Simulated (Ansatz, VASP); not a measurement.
# NbP in two plane-wave programs, part 2 of 2

Aim: how closely do two programs agree when they are given the same cell, functional and k mesh? The cell is taken from a series of VASP runs on this material, whose earlier steps may have relaxed, scaled or displaced it; both programs get it as it stands.

VASP 6.6.1 and Ansatz 0.2.0.

So far: Set-up; VASP: zone-centre phonons, PBEsol.

## 2. VASP: zone-centre phonons, PBEsol (continued)

Level of this step: PBEsol; plane waves and PAW (Nb_sv, P) (VASP).

Numbers of over 12 decimals in the logs are rounded to 6 here.

Parts of OUTCAR (step 2):

```text
ion  position               nearest neighbor table
   1  0.250  0.750  0.500-   4 2.52   4 2.52   3 2.52   3 2.52   3 2.52   3 2.52
   2  0.500  0.500  0.000-   3 2.52   3 2.52   4 2.52   4 2.52   4 2.52   4 2.52
   3  0.832  0.332  0.500-   2 2.52   2 2.52   1 2.52   1 2.52   1 2.52   1 2.52
   4  0.082  0.082  0.000-   1 2.52   1 2.52   2 2.52   2 2.52   2 2.52   2 2.52

  LATTYP: Found a body centered tetragonal cell.
 ALAT       =     3.3182056138
 C/A-ratio  =     3.4012180072

 Subroutine GETGRP returns: Found  8 space group operations
 (whereof  4 operations were pure point group operations)

The static configuration has the point symmetry C_2v.
 The point group associated with its full space group is C_4v.

 Found    244 irreducible k-points:

   k-points           NKPTS =    244   k-points in BZ     NKDIM =    244   number of bands    NBANDS=     24

   dimension x,y,z NGX =    42 NGY =   42 NGZ =   42
   dimension x,y,z NGXF=    84 NGYF=   84 NGZF=   84

   ENCUT  =  450.0 eV  33.07 Ry    5.75 a.u.  10.57 10.57 10.57*2*pi/ulx,y,z

   NELECT =      36.0000    total number of electrons

 k-points in reciprocal lattice and weights: Automatic mesh
   0.00000000  0.00000000  0.00000000       0.000
   0.07142857 -0.00000000  0.00000000       0.003
   0.14285714  0.00000000  0.00000000       0.003
   0.21428571 -0.00000000  0.00000000       0.003
   0.28571429 -0.00000000  0.00000000       0.003
   0.35714286 -0.00000000  0.00000000       0.003
   0.42857143 -0.00000000  0.00000000       0.003
   0.50000000 -0.00000000  0.00000000       0.001
   0.07142857  0.07142857  0.00000000       0.003
[...]
-0.42857143 -0.42857143  0.42857143       0.001
   0.50000000  0.50000000  0.50000000       0.000

 average (electrostatic) potential at core
       1 -77.3786       2 -77.3786       3 -77.3581       4 -77.3581

  Total        0.0019234      0.0019234     -0.0025096      0.0000000      0.0000000      0.0000000
  in kB        0.0495991      0.0495991     -0.0647140      0.0000000      0.0000000      0.0000000
  external PRESSURE =       0.0114947 kB  Pullay stress =       0.0000000 kB

  energy-cutoff  :      450.00
  volume of cell :       62.13
      direct lattice vectors                 reciprocal lattice vectors
    -1.659102807  1.659102807  5.642970343     0.000000000  0.301367702  0.088605817
     1.659102807 -1.659102807  5.642970343     0.301367702  0.000000000  0.088605817
     1.659102807  1.659102807 -5.642970343     0.301367702  0.301367702  0.000000000

 POSITION                                       TOTAL-FORCE (eV/Angst)
 -----------------------------------------------------------------------------------
      1.65910      0.00000      2.82338        -0.000000     -0.000000      0.000339
      0.00000      0.00000      5.64486        -0.000000     -0.000000      0.000339
      0.00000      1.65910      3.75213         0.000000     -0.000000     -0.000339
      0.00000      0.00000      0.93065        -0.000000      0.000000     -0.000339
 -----------------------------------------------------------------------------------
    total drift:                                0.000000      0.000000     -0.000069

 Eigenvectors and eigenvalues of the dynamical matrix
 ----------------------------------------------------

   1 f  =   11.734616 THz    73.730766 2PiTHz  391.424654 cm-1    48.530450 meV
             X         Y         Z           dx          dy          dz
      1.659103  0.000000  2.823378    -0.000000   -0.000000   -0.016322
      0.000000  0.000000  5.644863    -0.000000    0.000000    0.016322
      0.000000  1.659103  3.752133    -0.000000    0.000000   -0.706918
      0.000000  0.000000  0.930648     0.000000   -0.000000    0.706918

   2 f  =   11.341945 THz    71.263541 2PiTHz  378.326554 cm-1    46.906493 meV
             X         Y         Z           dx          dy          dz
      1.659103  0.000000  2.823378    -0.000000   -0.000000    0.353832
      0.000000  0.000000  5.644863    -0.000000    0.000000    0.353832
      0.000000  1.659103  3.752133    -0.000000    0.000000   -0.612211
      0.000000  0.000000  0.930648     0.000000   -0.000000   -0.612211

   3 f  =   10.952967 THz    68.819522 2PiTHz  365.351656 cm-1    45.297812 meV
             X         Y         Z           dx          dy          dz
      1.659103  0.000000  2.823378    -0.135165   -0.230476   -0.000000
      0.000000  0.000000  5.644863    -0.267111   -0.116627   -0.000000
      0.000000  1.659103  3.752133     0.000552    0.600042    0.000000
      0.000000  0.000000  0.930648     0.695421    0.000476    0.000000

   4 f  =   10.952967 THz    68.819522 2PiTHz  365.351656 cm-1    45.297812 meV
             X         Y         Z           dx          dy          dz
      1.659103  0.000000  2.823378     0.116627   -0.267111    0.000000
      0.000000  0.000000  5.644863     0.230476   -0.135165    0.000000
      0.000000  1.659103  3.752133    -0.000476    0.695421   -0.000000
      0.000000  0.000000  0.930648    -0.600042    0.000552   -0.000000

   5 f  =   10.033413 THz    63.041795 2PiTHz  334.678642 cm-1    41.494844 meV
             X         Y         Z           dx          dy          dz
      1.659103  0.000000  2.823378    -0.483996   -0.035602   -0.000000
      0.000000  0.000000  5.644863     0.078777    0.218732    0.000000
      0.000000  1.659103  3.752133     0.765370    0.029114   -0.000000
      0.000000  0.000000  0.930648    -0.064421   -0.345893    0.000000

   6 f  =   10.033413 THz    63.041795 2PiTHz  334.678642 cm-1    41.494844 meV
             X         Y         Z           dx          dy          dz
      1.659103  0.000000  2.823378     0.218732   -0.078777   -0.000000
      0.000000  0.000000  5.644863    -0.035602    0.483996    0.000000
      0.000000  1.659103  3.752133    -0.345893    0.064421   -0.000000
      0.000000  0.000000  0.930648     0.029114   -0.765370    0.000000

   7 f  =    7.716626 THz    48.484990 2PiTHz  257.398930 cm-1    31.913386 meV
             X         Y         Z           dx          dy          dz
      1.659103  0.000000  2.823378     0.000000   -0.000000    0.706918
      0.000000  0.000000  5.644863     0.000000    0.000000   -0.706918
      0.000000  1.659103  3.752133    -0.000000    0.000000   -0.016322
      0.000000  0.000000  0.930648    -0.000000    0.000000    0.016322

   8 f  =    5.633109 THz    35.393868 2PiTHz  187.900293 cm-1    23.296657 meV
             X         Y         Z           dx          dy          dz
      1.659103  0.000000  2.823378     0.514558    0.271732    0.000000
      0.000000  0.000000  5.644863    -0.647513   -0.215937   -0.000000
      0.000000  1.659103  3.752133     0.379496    0.062528   -0.000000
      0.000000  0.000000  0.930648    -0.148999   -0.159257    0.000000

   9 f  =    5.633109 THz    35.393868 2PiTHz  187.900293 cm-1    23.296657 meV
             X         Y         Z           dx          dy          dz
      1.659103  0.000000  2.823378    -0.215937    0.647513   -0.000000
      0.000000  0.000000  5.644863     0.271732   -0.514558   -0.000000
      0.000000  1.659103  3.752133    -0.159257    0.148999    0.000000
      0.000000  0.000000  0.930648     0.062528   -0.379496    0.000000

  10 f/i=    0.004844 THz     0.030437 2PiTHz    0.161584 cm-1     0.020034 meV
             X         Y         Z           dx          dy          dz
      1.659103  0.000000  2.823378     0.000000   -0.000000    0.612211
      0.000000  0.000000  5.644863     0.000000   -0.000000    0.612211
      0.000000  1.659103  3.752133     0.000000   -0.000000    0.353832
      0.000000  0.000000  0.930648     0.000000   -0.000000    0.353832

  11 f/i=    0.005120 THz     0.032167 2PiTHz    0.170770 cm-1     0.021173 meV
             X         Y         Z           dx          dy          dz
      1.659103  0.000000  2.823378     0.419804   -0.445606   -0.000000
      0.000000  0.000000  5.644863     0.419980   -0.445419   -0.000000
      0.000000  1.659103  3.752133     0.242674   -0.257527   -0.000000
      0.000000  0.000000  0.930648     0.242717   -0.257480   -0.000000

  12 f/i=    0.005120 THz     0.032167 2PiTHz    0.170770 cm-1     0.021173 meV
             X         Y         Z           dx          dy          dz
      1.659103  0.000000  2.823378    -0.445419   -0.419980   -0.000000
      0.000000  0.000000  5.644863    -0.445606   -0.419804   -0.000000
      0.000000  1.659103  3.752133    -0.257480   -0.242717   -0.000000
      0.000000  0.000000  0.930648    -0.257527   -0.242674   -0.000000

 ELASTIC MODULI CONTR FROM IONIC RELAXATION (kBar)
 Direction    XX          YY          ZZ          XY          YZ          ZX
 --------------------------------------------------------------------------------
 XX        -114.8286     41.0242     91.6101      0.0000      0.0000      0.0000
 YY          41.0242   -114.8286     91.6101      0.0000     -0.0000     -0.0000
 ZZ          91.6101     91.6101   -227.4233      0.0000      0.0000      0.0000
 XY           0.0000      0.0000      0.0000      0.0000      0.0000      0.0000
 YZ           0.0000     -0.0000      0.0000      0.0000   -510.1787     -0.0000
 ZX           0.0000     -0.0000      0.0000      0.0000     -0.0000   -508.5501
 --------------------------------------------------------------------------------
```

Energies printed during the response cycles are not total energies of the cell. The PAW data sets were made with PBE, which is usual practice but a small mismatch for other functionals.

## 3. Ansatz: zone-centre phonons, PBEsol

Ansatz runs on its default PAW (the set named soft_2) files.

The same cell, functional, mesh and smearing now go to Ansatz, which takes its cutoff from its data sets.

input.yaml reads:

```yaml
crystal:
  lattice:
    - [-1.6591028069, 1.6591028069, 5.6429703426]
    - [1.6591028069, -1.6591028069, 5.6429703426]
    - [1.6591028069, 1.6591028069, -5.6429703426]
  atoms:
    - { symbol: Nb, position: [0.2501677174, 0.7501677174, 0.5] }
    - { symbol: Nb, position: [0.5001677174, 0.5001677174, 0.0] }
    - { symbol: P, position: [0.8324608526, 0.3324608526, 0.5] }
    - { symbol: P, position: [0.0824608526, 0.0824608526, 0.0] }
hamiltonian:
  xc: pbesol
  pseudopotentials: { kind: paw }
kpoints:
  mp_grid: { grid: [14, 14, 14] }
scf:
  occupations: { method: gaussian, width: 0.05 }
phonons:
  method: dfpt
  qpoints: [[0, 0, 0]]
```

On the command line:

```
$ ansatz run input.yaml --threads 4 --pin off --max-ram 9216MiB --backend cpu --events-out ev --progress --plain --runs-dir out
```

Output:

```text
zone centre: on kpoints.mp_grid the ground state, and the responses unless they are solved on pairs of k-points, stand on 428 of the mesh's 2744 k-points, reduced under 4 symmetry operations, with k and −k counted as one. Each operation leaves every solved displacement unchanged or reverses it
Engine: ansatz 0.2.0, aarch64-unknown-linux-gnu
Pseudopotentials: kind: paw
Pseudopotential: Nb, paw, valence charge 13, recommended cutoff 420 eV (normal), Nb.paw.azcp
Pseudopotential: P, paw, valence charge 5, recommended cutoff 420 eV (normal), P.paw.azcp
Functional definition: PBEsol
  exchange = pbesol_x
  correlation = pbesol_c
Crystal: 4 atoms, lattice volume = 62.132 Å³
Basis set: ecut = 420 eV, 1215 PW (Γ), exchange–correlation on 96×96×96 points (8 copies of the dense FFT grid, shifted against one another)
Bands: 22, of which v1, the nominal top of the filled ones, is band 18 counted from 1 (17 counted from 0)
Symmetry: 8 space group operations
k-points: 428 of 2744 (irreducible under 4 space group operations, time reversal used)
Non-local potential: Nb, projectors of the file, l = 0: 3, l = 1: 2, l = 2: 2, l = 3: 1
Non-local potential: P, projectors of the file, l = 0: 2, l = 1: 2, l = 2: 2
PAW form: soft (Blöchl's): semilocal exchange-correlation on the pseudo side does not see the compensation charge
PAW frozen core: Nb, regenerated for the run's functional, and the local potential with it (the file was generated under x = pbe(κ = 0.804, μ = 0.219515), c = pbe(β = 0.066725))
PAW frozen core: P, regenerated for the run's functional, and the local potential with it (the file was generated under x = pbe(κ = 0.804, μ = 0.219515), c = pbe(β = 0.066725))
PAW one-centre angular grid: Nb, 590 points (default); XC on 64 Gauss nodes
PAW one-centre angular grid: P, 110 points (default); XC on 64 Gauss nodes
Initial density: superposition of atomic densities (neutral atoms: chi_scale 0, normalization atom), corrected by the library's trained network
Initial wavefunctions: pseudopotential atomic-orbital guess
Functional: x = pbesol(κ = 0.804, μ = 0.123457), c = pbesol(β = 0.046)
SCF iter   1: F=—  HF=-10475.413686 eV  |F-HF|=—  |Δ(HF+E_count)|=         —  Δρ=8.41e-3  dr2=2.66e-2  ethr=1.77e-3  ⟨swp⟩=6.0  Hψ=47561  notcnv=0
preconditioner: auto → Kerker (q_TF=auto, 2.491 Å⁻¹)  [metal: Δε(μ)=0.016 eV  Ē_g=6.682 eV  σ=0.050 eV  W_gap=0.18  n_scr=12 (ndim 8)  ℏωp=21.1 eV  f_vac=0.000  D(μ)=0.56/eV (n_scr^D=2)]
SCF iter   2: F=—  HF=-10475.410404 eV  |F-HF|=—  |Δ(HF+E_count)|=   3.28e-3  Δρ=4.74e-3  dr2=8.25e-3  ethr=7.38e-5  ⟨swp⟩=1.3  Hψ=13016  notcnv=0
SCF iter   3: F=—  HF=-10475.409319 eV  |F-HF|=—  |Δ(HF+E_count)|=   1.09e-3  Δρ=6.40e-4  dr2=2.75e-4  ethr=2.29e-5  ⟨swp⟩=2.8  Hψ=15033  notcnv=0
SCF iter   4: F=—  HF=-10475.409256 eV  |F-HF|=—  |Δ(HF+E_count)|=   6.31e-5  Δρ=1.18e-4  dr2=7.87e-6  ethr=7.63e-7  ⟨swp⟩=2.3  Hψ=12652  notcnv=0
SCF iter   5: F=—  HF=-10475.409254 eV  |F-HF|=—  |Δ(HF+E_count)|=   2.49e-6  Δρ=2.02e-5  dr2=2.54e-7  ethr=2.19e-8  ⟨swp⟩=2.3  Hψ=13579  notcnv=0
SCF iter   6: F=—  HF=-10475.409237 eV  |F-HF|=—  |Δ(HF+E_count)|=   1.71e-5  Δρ=4.32e-6  dr2=9.54e-9  ethr=7.05e-10  ⟨swp⟩=2.6  Hψ=15598  notcnv=0
SCF iter   7: F=—  HF=-10475.409237 eV  |F-HF|=—  |Δ(HF+E_count)|=  2.56e-10  Δρ=5.81e-7  dr2=1.17e-10  ethr=2.65e-11  ⟨swp⟩=2.4  Hψ=14935  notcnv=0
SCF iter   8: F=-10475.409237 eV  HF=-10475.409237 eV  |F-HF|=3.64e-12  |Δ(HF+E_count)|=  3.64e-11  Δρ=8.36e-8  dr2=3.35e-12  ethr=1.00e-12  ⟨swp⟩=5.1  Hψ=40194  notcnv=0
SCF 1 converged in 8 iterations: F = -10475.409237 eV  dr2 = 3.35e-12
  greatest PAW one-centre occupation: 0.998 electrons in one spin orbital (limit 2), on the Nb atom at site 1 (counted from 0), in its partial waves of l = 0
DFPT response loops at Γ: preconditioner auto → Kerker (q_TF=auto, 2.491 Å⁻¹) (partly filled bands, converged f_vac=0.000); β = 1.00, the filter's whole step (`scf.mixing.beta` (0.50) is not read by the response loops under this deck's `scf.mixing.preconditioner`; to damp them name `kerker` or `kerker_dos`, under which they read `scf.mixing.beta`, and type it under 1.00, their step now; both keys bind the ground state too); Broyden in place of MSR1
SCF converged after 8 iterations
Free energy (F): -10475.409237 eV
Harris-Foulkes:  -10475.409237 eV  (|F-HF|=3.64e-12)
Internal energy: -10475.408546 eV  (E = F + TS)
E sigma→0 (E₀):  -10475.408892 eV
Entropy (-TS):   -0.000690 eV (-0.173 meV/atom)
Fermi energy:    15.389788 eV
--- Per-component energies (eV) ---
  E_band       = -127.091311
  E_kinetic    = 937.602876
  E_local      = -1686.651387  (includes V_loc(G=0)·N_el)
  E_nonlocal   = 309.059186
  E_hartree    = 548.842874
  E_xc         = -475.781739
  E_vxc        = -552.729854  (∫ρ·V_xc dr)
  E_paw        = -7143.445588  (= ΣΔE_a)
  E_vpaw       = -232.057904  (= ΣTr[D̂ρ^β])
  E_aug_tail   = 0.000021  (compensation charges beyond the density's cutoff)
  E_ewald      = -2965.504400
  E_core_change = 0.469610  (= ΣΔE_core)
  E_smearing   = -0.000690  (= −TS)
  E_closure    = 0.000000  (closes the sum)
  Σ components = -10475.409237   (vs F -10475.409237, Δ=0.00e0)
--- Band table (eV; the first three rows and the last of 428) ---
  k-point 0: bands = [... 14 lower, 13.1453, 13.6179, 14.0176, 14.0176, 16.2082, 17.0472, 18.1811, 18.6535]
  k-point 1: bands = [... 14 lower, 13.0911, 13.4863, 14.0135, 14.1474, 15.9867, 16.7057, 18.1722, 18.3120]
  k-point 2: bands = [... 14 lower, 12.7736, 13.6243, 14.3360, 14.4357, 15.7093, 15.9771, 17.8848, 18.3938]
  k-point 427: bands = [... 14 lower, 12.6016, 12.6016, 14.8964, 14.8964, 16.5982, 16.5982, 17.8261, 17.8261]
--- Phonons (Γ-DFPT): 6 representative perturbations + reference, on 428 of 2744 k-points (Σ response iterations 18) ---
  k mesh reduced under 4 symmetry operations, with k and −k counted as one. Each operation leaves every solved displacement unchanged or reverses it
  ASR residual: 5.739e-5 → 0.000e0 eV/Å²; symmetrization residual: 3.917e-6 eV/Å²
  ASR residual per site (eV/Å²): 5.74e-5 5.74e-5 1.98e-5 1.98e-5
  Γ frequencies (cm⁻¹): 0.00 0.00 0.00 186.96 186.96 256.72 333.92 333.92 361.06 361.06 377.96 391.40
  non-analytic LO–TO correction: not included (Born effective charges unavailable; polar crystals: no LO–TO splitting at Γ)
--- Phonons (arbitrary-q DFPT): 1 explicit q-point ---
  q = [0, 0, 0] (of the zone-centre solve; hermiticity 4.51e-7, symmetrization 9.82e-15): -0.00 -0.00 0.00 186.96 186.96 256.72 333.92 333.92 361.06 361.06 377.96 391.40
  sum rule: each row above includes the acoustic sum rule's correction from the zone centre's row sums; it moved no ω² by more than (0.42 cm⁻¹)²
```

Elapsed: 3.7 min, on 4 threads of Arm Neoverse V1, shared host; peak memory 2.1 GiB.

## 4. Differences

Known differences besides the potentials themselves: the cutoff is 420 eV in Ansatz and 450 eV in VASP; Ansatz makes its cores anew for this functional, VASP keeps those of its PBE data sets. Total energies have different zeros and are not compared.

Both answers:

```
                  quantity  Ansatz   VASP  difference
optical mode 1 to 2 (cm⁻¹)   187.0  187.9     -0.50 %
     optical mode 3 (cm⁻¹)   256.7  257.4     -0.26 %
optical mode 4 to 5 (cm⁻¹)   333.9  334.7     -0.23 %
optical mode 6 to 7 (cm⁻¹)   361.1  365.4     -1.17 %
     optical mode 8 (cm⁻¹)   378.0  378.3     -0.10 %
     optical mode 9 (cm⁻¹)   391.4  391.4     -0.01 %
```

Modes are paired by rising frequency and degeneracy, not by their patterns, so a pair may still set unlike modes beside each other.

## 5. Outcome

| Quantity | Value |
| --- | --- |
| r.m.s. difference of the optical zone-centre modes, each program's sorted by frequency (zone-centre phonons, PBEsol) | 2.1 cm⁻¹ |
| difference in optical mode 6 to 7 (zone-centre phonons, PBEsol) | -1.2 % |

What this shows: The r.m.s. difference of the optical zone-centre modes, each program's sorted by frequency is 2.1 cm⁻¹ (zone-centre phonons, PBEsol). Among the rows given in per cent, the largest difference of the zone-centre phonons, PBEsol pair is in optical mode 6 to 7, -1.2 %. How closely two codes agree says nothing of how well the functional describes the real material.

[Lines on the potential files, build, host, timing and source positions are cut from VASP's logs without a mark.]

[Logs are printed without paths, hosts, clocks, repeated set-up lines and the standing remarks that a program may print on its own settings, such as how far it seeks lower states.]

[Hosts, paths, dates, database ids (printed as entryN), source tags and the programs' standing remarks are cut or masked in the printed files.]
